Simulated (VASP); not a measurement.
# OGaF3H2 in VASP: reference runs

Reference runs on OGaF3H2: the cell as given.

All numbers are computed with VASP 6.6.1; they aren't measurements. Logs are shortened: lines on timing, memory, paths and dates and some standing lists are left out, and cuts for length are marked.

## 1. The structure

The cell holds a molecule in a box, 7 atoms: a = 12.000 Å, b = 13.000 Å, c = 12.000 Å, α = 90.00°, β = 90.00°, γ = 90.00°.

## 2. Single point, PBE

INCAR reads:

```
SYSTEM = GaH2OF3
  ALGO = Normal
  EDIFF = 1E-7
  ENCUT = 520
  GGA = PE
  ISIF = 2
  ISMEAR = 0
  LASPH = .True.
  LCHARG = .False.
  LREAL = .False.
  LWAVE = .False.
  NBANDS = 30
  NELM = 60
  PREC = Accurate
  SIGMA = 0.01
```

KPOINTS reads:

```
k-points
0
Gamma
  1 1 1
  0 0 0
```

POSCAR reads:

```
GaH2OF3
1.0
   12.0000000000      0.0000000000      0.0000000000
    0.0000000000     13.0000000000      0.0000000000
    0.0000000000      0.0000000000     12.0000000000
O Ga F H
1 1 3 2
Direct
    0.4026625000      0.5522384600      0.5450000000
    0.5204291700      0.4581307700      0.4763500000
    0.5584958300      0.4044769200      0.6048333300
    0.4512541700      0.3803769200      0.3809833300
    0.6002125000      0.5607000000      0.4251166700
    0.4019541700      0.5416692300      0.6246833300
    0.4237208300      0.6228538500      0.5313500000
```

Potentials or basis: VASP PAW PBE potentials, release 64 (O, Ga_d, F, H).

Run with:

```bash
$ cat potpaw_PBE.64/O/POTCAR potpaw_PBE.64/Ga_d/POTCAR potpaw_PBE.64/F/POTCAR potpaw_PBE.64/H/POTCAR > POTCAR
$ mpirun -np 1 vasp_gam > vasp.out
```

OUTCAR:

```text
SYSTEM = GaH2OF3
   EDIFF = 1E-7
   ENCUT = 520
   GGA = PE
   ISIF = 2
   ISMEAR = 0
   LASPH = .True.
   LREAL = .False.
   NELM = 60
   PREC = Accurate

 ion  position               nearest neighbor table
   1  0.403  0.552  0.545-   6 0.97   7 0.97   2 2.04
   2  0.520  0.458  0.476-   4 1.74   3 1.75   5 1.75   1 2.04
   3  0.558  0.404  0.605-   2 1.75
   4  0.451  0.380  0.381-   2 1.74
   5  0.600  0.561  0.425-   2 1.75
   6  0.402  0.542  0.625-   1 0.97
   7  0.424  0.623  0.531-   1 0.97

  LATTYP: Found a simple tetragonal cell.
 ALAT       =    12.0000000000
 C/A-ratio  =     1.0833333333

  Lattice vectors:

 A1 = ( -12.0000000000,   0.0000000000,   0.0000000000)
 A2 = (   0.0000000000,   0.0000000000,  12.0000000000)
 A3 = (   0.0000000000,  13.0000000000,   0.0000000000)

Analysis of symmetry for initial positions (statically):
=====================================================================
 Subroutine PRICEL returns:
 Original cell was already a primitive cell.

 Routine SETGRP: Setting up the symmetry group for a
 simple tetragonal supercell.

 Subroutine GETGRP returns: Found  1 space group operations
 (whereof  1 operations were pure point group operations)
 out of a pool of 16 trial point group operations.

The static configuration has the point symmetry C_1 .

Analysis of symmetry for dynamics (positions and initial velocities):
=====================================================================
 Subroutine PRICEL returns:
 Original cell was already a primitive cell.

 Routine SETGRP: Setting up the symmetry group for a
 simple tetragonal supercell.

 Subroutine GETGRP returns: Found  1 space group operations
 (whereof  1 operations were pure point group operations)
 out of a pool of 16 trial point group operations.

The dynamic configuration has the point symmetry C_1 .

 Subroutine INISYM returns: Found  1 space group operations
 (whereof  1 operations are pure point group operations),
 and found     1 'primitive' translations

----------------------------------------------------------------------------------------

                                     Primitive cell

  volume of cell :    1872.0000

  direct lattice vectors                    reciprocal lattice vectors
    12.000000000  0.000000000  0.000000000     0.083333333  0.000000000  0.000000000
     0.000000000 13.000000000  0.000000000     0.000000000  0.076923077  0.000000000
     0.000000000  0.000000000 12.000000000     0.000000000  0.000000000  0.083333333

  length of vectors
    12.000000000 13.000000000 12.000000000     0.083333333  0.076923077  0.083333333

  position of ions in fractional coordinates (direct lattice)
     0.402662500  0.552238460  0.545000000
     0.520429170  0.458130770  0.476350000
     0.558495830  0.404476920  0.604833330
     0.451254170  0.380376920  0.380983330
     0.600212500  0.560700000  0.425116670
     0.401954170  0.541669230  0.624683330
     0.423720830  0.622853850  0.531350000

  ion indices of the primitive-cell ions
   primitive index   ion index
                 1           1
                 2           2
                 3           3
                 4           4
                 5           5
                 6           6
                 7           7

----------------------------------------------------------------------------------------

 KPOINTS: k-points

Automatic generation of k-mesh.
 Grid dimensions read from file:
 generate k-points for:    1    1    1

 Generating k-lattice:

  Cartesian coordinates                     Fractional coordinates (reciprocal lattice)
     0.083333333  0.000000000  0.000000000     1.000000000  0.000000000  0.000000000
     0.000000000  0.076923077  0.000000000     0.000000000  1.000000000  0.000000000
     0.000000000  0.000000000  0.083333333     0.000000000  0.000000000  1.000000000

  Length of vectors
     0.083333333  0.076923077  0.083333333

  Shift w.r.t. Gamma in fractional coordinates (k-lattice)
     0.000000000  0.000000000  0.000000000

 Subroutine IBZKPT returns following result:
 ===========================================

 Found      1 irreducible k-points:

 Following reciprocal coordinates:
            Coordinates               Weight
  0.000000  0.000000  0.000000      1.000000
   k-points           NKPTS =      1   k-points in BZ     NKDIM =      1   number of bands    NBANDS=     30
   number of dos      NEDOS =    301   number of ions     NIONS =      7
   total plane-waves  NPLWV = 793800
   dimension x,y,z NGX =    90 NGY =   98 NGZ =   90
   dimension x,y,z NGXF=   180 NGYF=  196 NGZF=  180
   ions per type =               1   1   3   2
   NGX,Y,Z   is equivalent  to a cutoff of  12.47, 12.53, 12.47 a.u.
   NGXF,Y,Z  is equivalent  to a cutoff of  24.94, 25.06, 24.94 a.u.
 SYSTEM =  GaH2OF3
   PREC   = accura    normal or accurate (medium, high low for compatibility)
   ISTART =      0    job   : 0-new  1-cont  2-samecut
   ICHARG =      2    charge: 1-file 2-atom 10-const
   ISPIN  =      1    spin polarized calculation?
   LNONCOLLINEAR =      F non collinear calculations
   LSORBIT =      F    spin-orbit coupling
   LASPH  =      T    aspherical Exc in radial PAW
   ENCUT  =  520.0 eV  38.22 Ry    6.18 a.u.  22.31 24.17 22.31*2*pi/ulx,y,z
   NELM   =     60;   NELMIN=  2; NELMDL= -5     # of ELM steps
   EDIFF  = 0.1E-06   stopping-criterion for ELM
   LREAL  =      F    real-space projection
   EDIFFG = 0.1E-05   stopping-criterion for IOM
   NSW    =      0    number of steps for IOM
   IBRION =     -1    ionic relax: 0-MD 1-quasi-New 2-CG
   NFREE  =      0    steps in history (QN), initial steepest desc. (CG)
   ISIF   =      2    stress and relaxation
   ISYM   =      2    0-nonsym 1-usesym 2-fastsym
   POTIM  = 0.5000    time-step for ionic-motion
   TEBEG  =    0.0;   TEEND  =   0.0 temperature during run
   PSTRESS=    0.0 pullay stress
   NELECT =      42.0000    total number of electrons
   NUPDOWN=      -1.0000    fix difference up-down
   EMIN   =  10.00;   EMAX   =-10.00  energy-range for DOS
   EFERMI =   0.00;   METHOD = LEGACY
   ISMEAR =     0;   SIGMA  =   0.01  broadening in eV -4-tet -1-fermi 0-gaus
   EFERMI_NEDOS =   21; number of points for ismear=-14 and -15
   IALGO  =     38    algorithm
   IMIX   =      4    mixing-type and parameters
     AMIX     =   0.40;   BMIX     =  1.00
     AMIX_MAG =   1.60;   BMIX_MAG =  1.00
  volume/ion in A,a.u.               =     267.43      1804.70
  Fermi-wavevector in a.u.,A,eV,Ry     =   0.461731  0.872546  2.900705  0.213196
  Thomas-Fermi vector in A             =   1.448934
   LORBIT       =      0    0 simple, 1 ext, 2 COOP (PROOUT), +10 PAW based schemes
   GGA     = PE    functional components
   LHFCALC =     F    Hartree Fock is set to
   AEXX    =    0.0000 exact exchange contribution
   IVDW    =     0    specifies the selected vdW correction
   LEPSILON=     F    determine dielectric tensor
   LRPA    =     F    only Hartree local field effects (RPA)
 non-spin polarized calculation
 Gauss-broadening in eV      SIGMA  =   0.01
  energy-cutoff  :      520.00
  volume of cell :     1872.00
 maximum number of plane-waves:     25235
 NGX is ok and might be reduce to    90
   NGX = 45   NGY = 49   NGZ = 45

 number of electron      42.0000009 magnetization

 Free energy of the ion-electron system (eV)
  ---------------------------------------------------
  ext. energy  EPLUGINS =         0.00000000
  ---------------------------------------------------
  free energy    TOTEN  =       -31.98133685 eV

  energy without entropy =      -31.98133685  energy(sigma->0) =      -31.98133685

 E-fermi :  -8.4992     XC(G=0):  -0.7214

 val. band max:       -8.5643973834   @ k =   0.0000   0.0000   0.0000
 cond. band min:      -2.2427321476   @ k =   0.0000   0.0000   0.0000
 fundamental gap:      6.3216652358
 Fermi energy:        -8.4992468410

 k-point     1 :       0.0000    0.0000    0.0000
  band No.  band energies     occupation
      1     -28.4434      2.00000
      2     -28.1534      2.00000
      3     -28.1356      2.00000
      4     -28.0840      2.00000
      5     -19.6328      2.00000
      6     -19.6128      2.00000
      7     -19.5921      2.00000
      8     -19.3714      2.00000
      9     -19.3639      2.00000
     10     -15.8827      2.00000
     11     -13.3177      2.00000
     12     -11.4454      2.00000
     13     -10.5244      2.00000
     14     -10.0730      2.00000
     15      -9.8969      2.00000
     16      -8.9360      2.00000
     17      -8.8050      2.00000
     18      -8.7367      2.00000
     19      -8.6820      2.00000
     20      -8.6677      2.00000
     21      -8.5644      2.00000
     22      -2.2427      0.00000
     23      -0.9969      0.00000
     24       0.0562      0.00000
     25       0.2641      0.00000
     26       0.5446      0.00000
     27       0.8053      0.00000
     28       0.9552      0.00000
     29       1.0810      0.00000
     30       1.3018      0.00000

------------------------ aborting loop because EDIFF is reached ----------------------------------------

  FORCE on cell =-STRESS in cart. coord.  units (eV):
  Direction    XX          YY          ZZ          XY          YZ          ZX
  --------------------------------------------------------------------------------------
  -------------------------------------------------------------------------------------
  Total        0.7688629      1.5776849      1.7627515      0.4268554     -0.2536355      0.1182955
  in kB        0.6580420      1.3502837      1.5086755      0.3653301     -0.2170775      0.1012449
  external PRESSURE =       1.1723337 kB  Pullay stress =       0.0000000 kB

 VOLUME and BASIS-vectors are now :
 -----------------------------------------------------------------------------
  energy-cutoff  :      520.00
  volume of cell :     1872.00
      direct lattice vectors                 reciprocal lattice vectors
    12.000000000  0.000000000  0.000000000     0.083333333  0.000000000  0.000000000
     0.000000000 13.000000000  0.000000000     0.000000000  0.076923077  0.000000000
     0.000000000  0.000000000 12.000000000     0.000000000  0.000000000  0.083333333

 POSITION                                       TOTAL-FORCE (eV/Angst)
 -----------------------------------------------------------------------------------
      4.83195      7.17910      6.54000        -0.339753     -0.252672     -0.323889
      6.24515      5.95570      5.71620         0.009060     -0.023082     -0.010010
      6.70195      5.25820      7.25800         0.161521     -0.250637      0.487938
      5.41505      4.94490      4.57180        -0.266565     -0.336629     -0.381212
      7.20255      7.28910      5.10140         0.328066      0.421517     -0.222786
      4.82345      7.04170      7.49620        -0.018876     -0.073949      0.539111
      5.08465      8.09710      6.37620         0.126547      0.515453     -0.089152
 -----------------------------------------------------------------------------------
    total drift:                                0.003130      0.000669     -0.000664

  FREE ENERGIE OF THE ION-ELECTRON SYSTEM (eV)
  ---------------------------------------------------
  free  energy   TOTEN  =       -31.9813368518 eV

  energy  without entropy=      -31.9813368518  energy(sigma->0) =      -31.98133685
```

Run time: 2.3 min. Hardware: 1 thread of Intel Xeon 6975P-C (Granite Rapids), shared host; peak memory 1.4 GiB.

Results:

```yaml
Free_energy: -31.9813 eV
Largest_force: 0.579 eV/Å
Gap_between_the_frontier_levels: 6.32 eV
```

Forces on the atoms (eV/Å):
```
O   -0.340 -0.253 -0.324
Ga   0.009 -0.023 -0.010
F    0.162 -0.251  0.488
F   -0.267 -0.337 -0.381
F    0.328  0.422 -0.223
H   -0.019 -0.074  0.539
H    0.127  0.515 -0.089
```
